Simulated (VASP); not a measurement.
VASP ran on this input.

File KPOINTS:
```
Automatic mesh
0
Gamma
7 7 7
0 0 0
```

INCAR:
```
SYSTEM = V3Ge
PREC = Accurate
ENCUT = 400
EDIFF = 1E-6
NELM = 60
ALGO = Normal
LREAL = .FALSE.
LASPH = .TRUE.
ISMEAR = 1
SIGMA = 0.1
GGA = PE
LMAXMIX = 4
ISPIN = 2
MAGMOM = 0.0 2.0 2.0 2.0
LORBIT = 10
LWAVE = .FALSE.
LCHARG = .FALSE.
ISIF = 2
IMIX = 1
AMIX = 1.5
BMIX = 0.0001
```

POSCAR:
```
V3Ge
1
    0.0000000000     3.1016160000     3.1016160000
    3.1016160000     0.0000000000     3.1016160000
    3.1016160000     3.1016160000     0.0000000000
Ge V
1 3
Direct
  0.0000000000   0.0000000000   0.0000000000
  0.5000000000   0.5000000000   0.5000000000
  0.2500000000   0.2500000000   0.2500000000
  0.7500000000   0.7500000000   0.7500000000
```

POTCAR, in this order: Ge_d V_sv (PBE.64 set). Program: vasp_std.

The resulting files:

**standard output**
```
 POSCAR found type information on POSCAR GeV
 POSCAR found :  2 types and       4 ions
 Reading from existing POTCAR
 Reading from existing POTCAR
 LDA part: xc-table for (Slater+PW92), standard interpolation
 POSCAR, INCAR and KPOINTS ok, starting setup
 WAVECAR not read
 entering main loop
       N       E                     dE             d eps       ncg     rms          rms(c)
DAV:   1     0.635258820291E+03    0.63526E+03   -0.26122E+04  3236   0.271E+03
DAV:   2     0.257548163508E+02   -0.60950E+03   -0.59786E+03  2720   0.664E+02
DAV:   3    -0.315079810767E+02   -0.57263E+02   -0.55350E+02  3020   0.178E+02
DAV:   4    -0.344816772379E+02   -0.29737E+01   -0.28414E+01  3398   0.394E+01
DAV:   5    -0.345445353195E+02   -0.62858E-01   -0.62677E-01  3268   0.631E+00    0.303E+01
DAV:   6    -0.100118357349E+03   -0.65574E+02   -0.67209E+02  3258   0.150E+02    0.822E+01
DAV:   7    -0.980888495644E+03   -0.88077E+03   -0.11898E+04  3420   0.720E+02    0.306E+02
DAV:   8    -0.280685448103E+04   -0.18260E+04   -0.81110E+04  4830   0.245E+03    0.137E+03

 -----------------------------------------------------------------------------
|                     _     ____    _    _    _____     _                     |
|                    | |   |  _ \  | |  | |  / ____|   | |                    |
|                    | |   | |_) | | |  | | | |  __    | |                    |
|                    |_|   |  _ <  | |  | | | | |_ |   |_|                    |
|                     _    | |_) | | |__| | | |__| |    _                     |
|                    (_)   |____/   \____/   \_____|   (_)                    |
|                                                                             |
|                                                                             |
|      internal error in RAD_INT: RHOPS /= RHOAE                              |
|                                                                             |
|     If you are not a developer, you should not encounter this problem.      |
|     Please submit a bug report.                                             |
|                                                                             |
 -----------------------------------------------------------------------------
```

Question: From input and log, find the fault in this run and mend it.

Answer: The cause: simple mixing (IMIX = 1) with AMIX above 1 overshoots. VASP stops with an error: internal error in RAD_INT: RHOPS /= RHOAE If you are not a developer, you should not encounter this problem. Please submit a bug report. To mend it, remove IMIX, remove AMIX, remove BMIX.

The mended run (PBE GGA, plane waves, VASP's PBE PAW potentials (set 64)) converges, and its OSZICAR ends with
```
   1 F= -.31904183E+02 E0= -.31903364E+02  d E =-.245762E-02  mag=     1.1703
```

The structure was generated: V3Ge was put into the D03 type (Fm-3m), which need not be its known phase. The cell was not relaxed at this level.
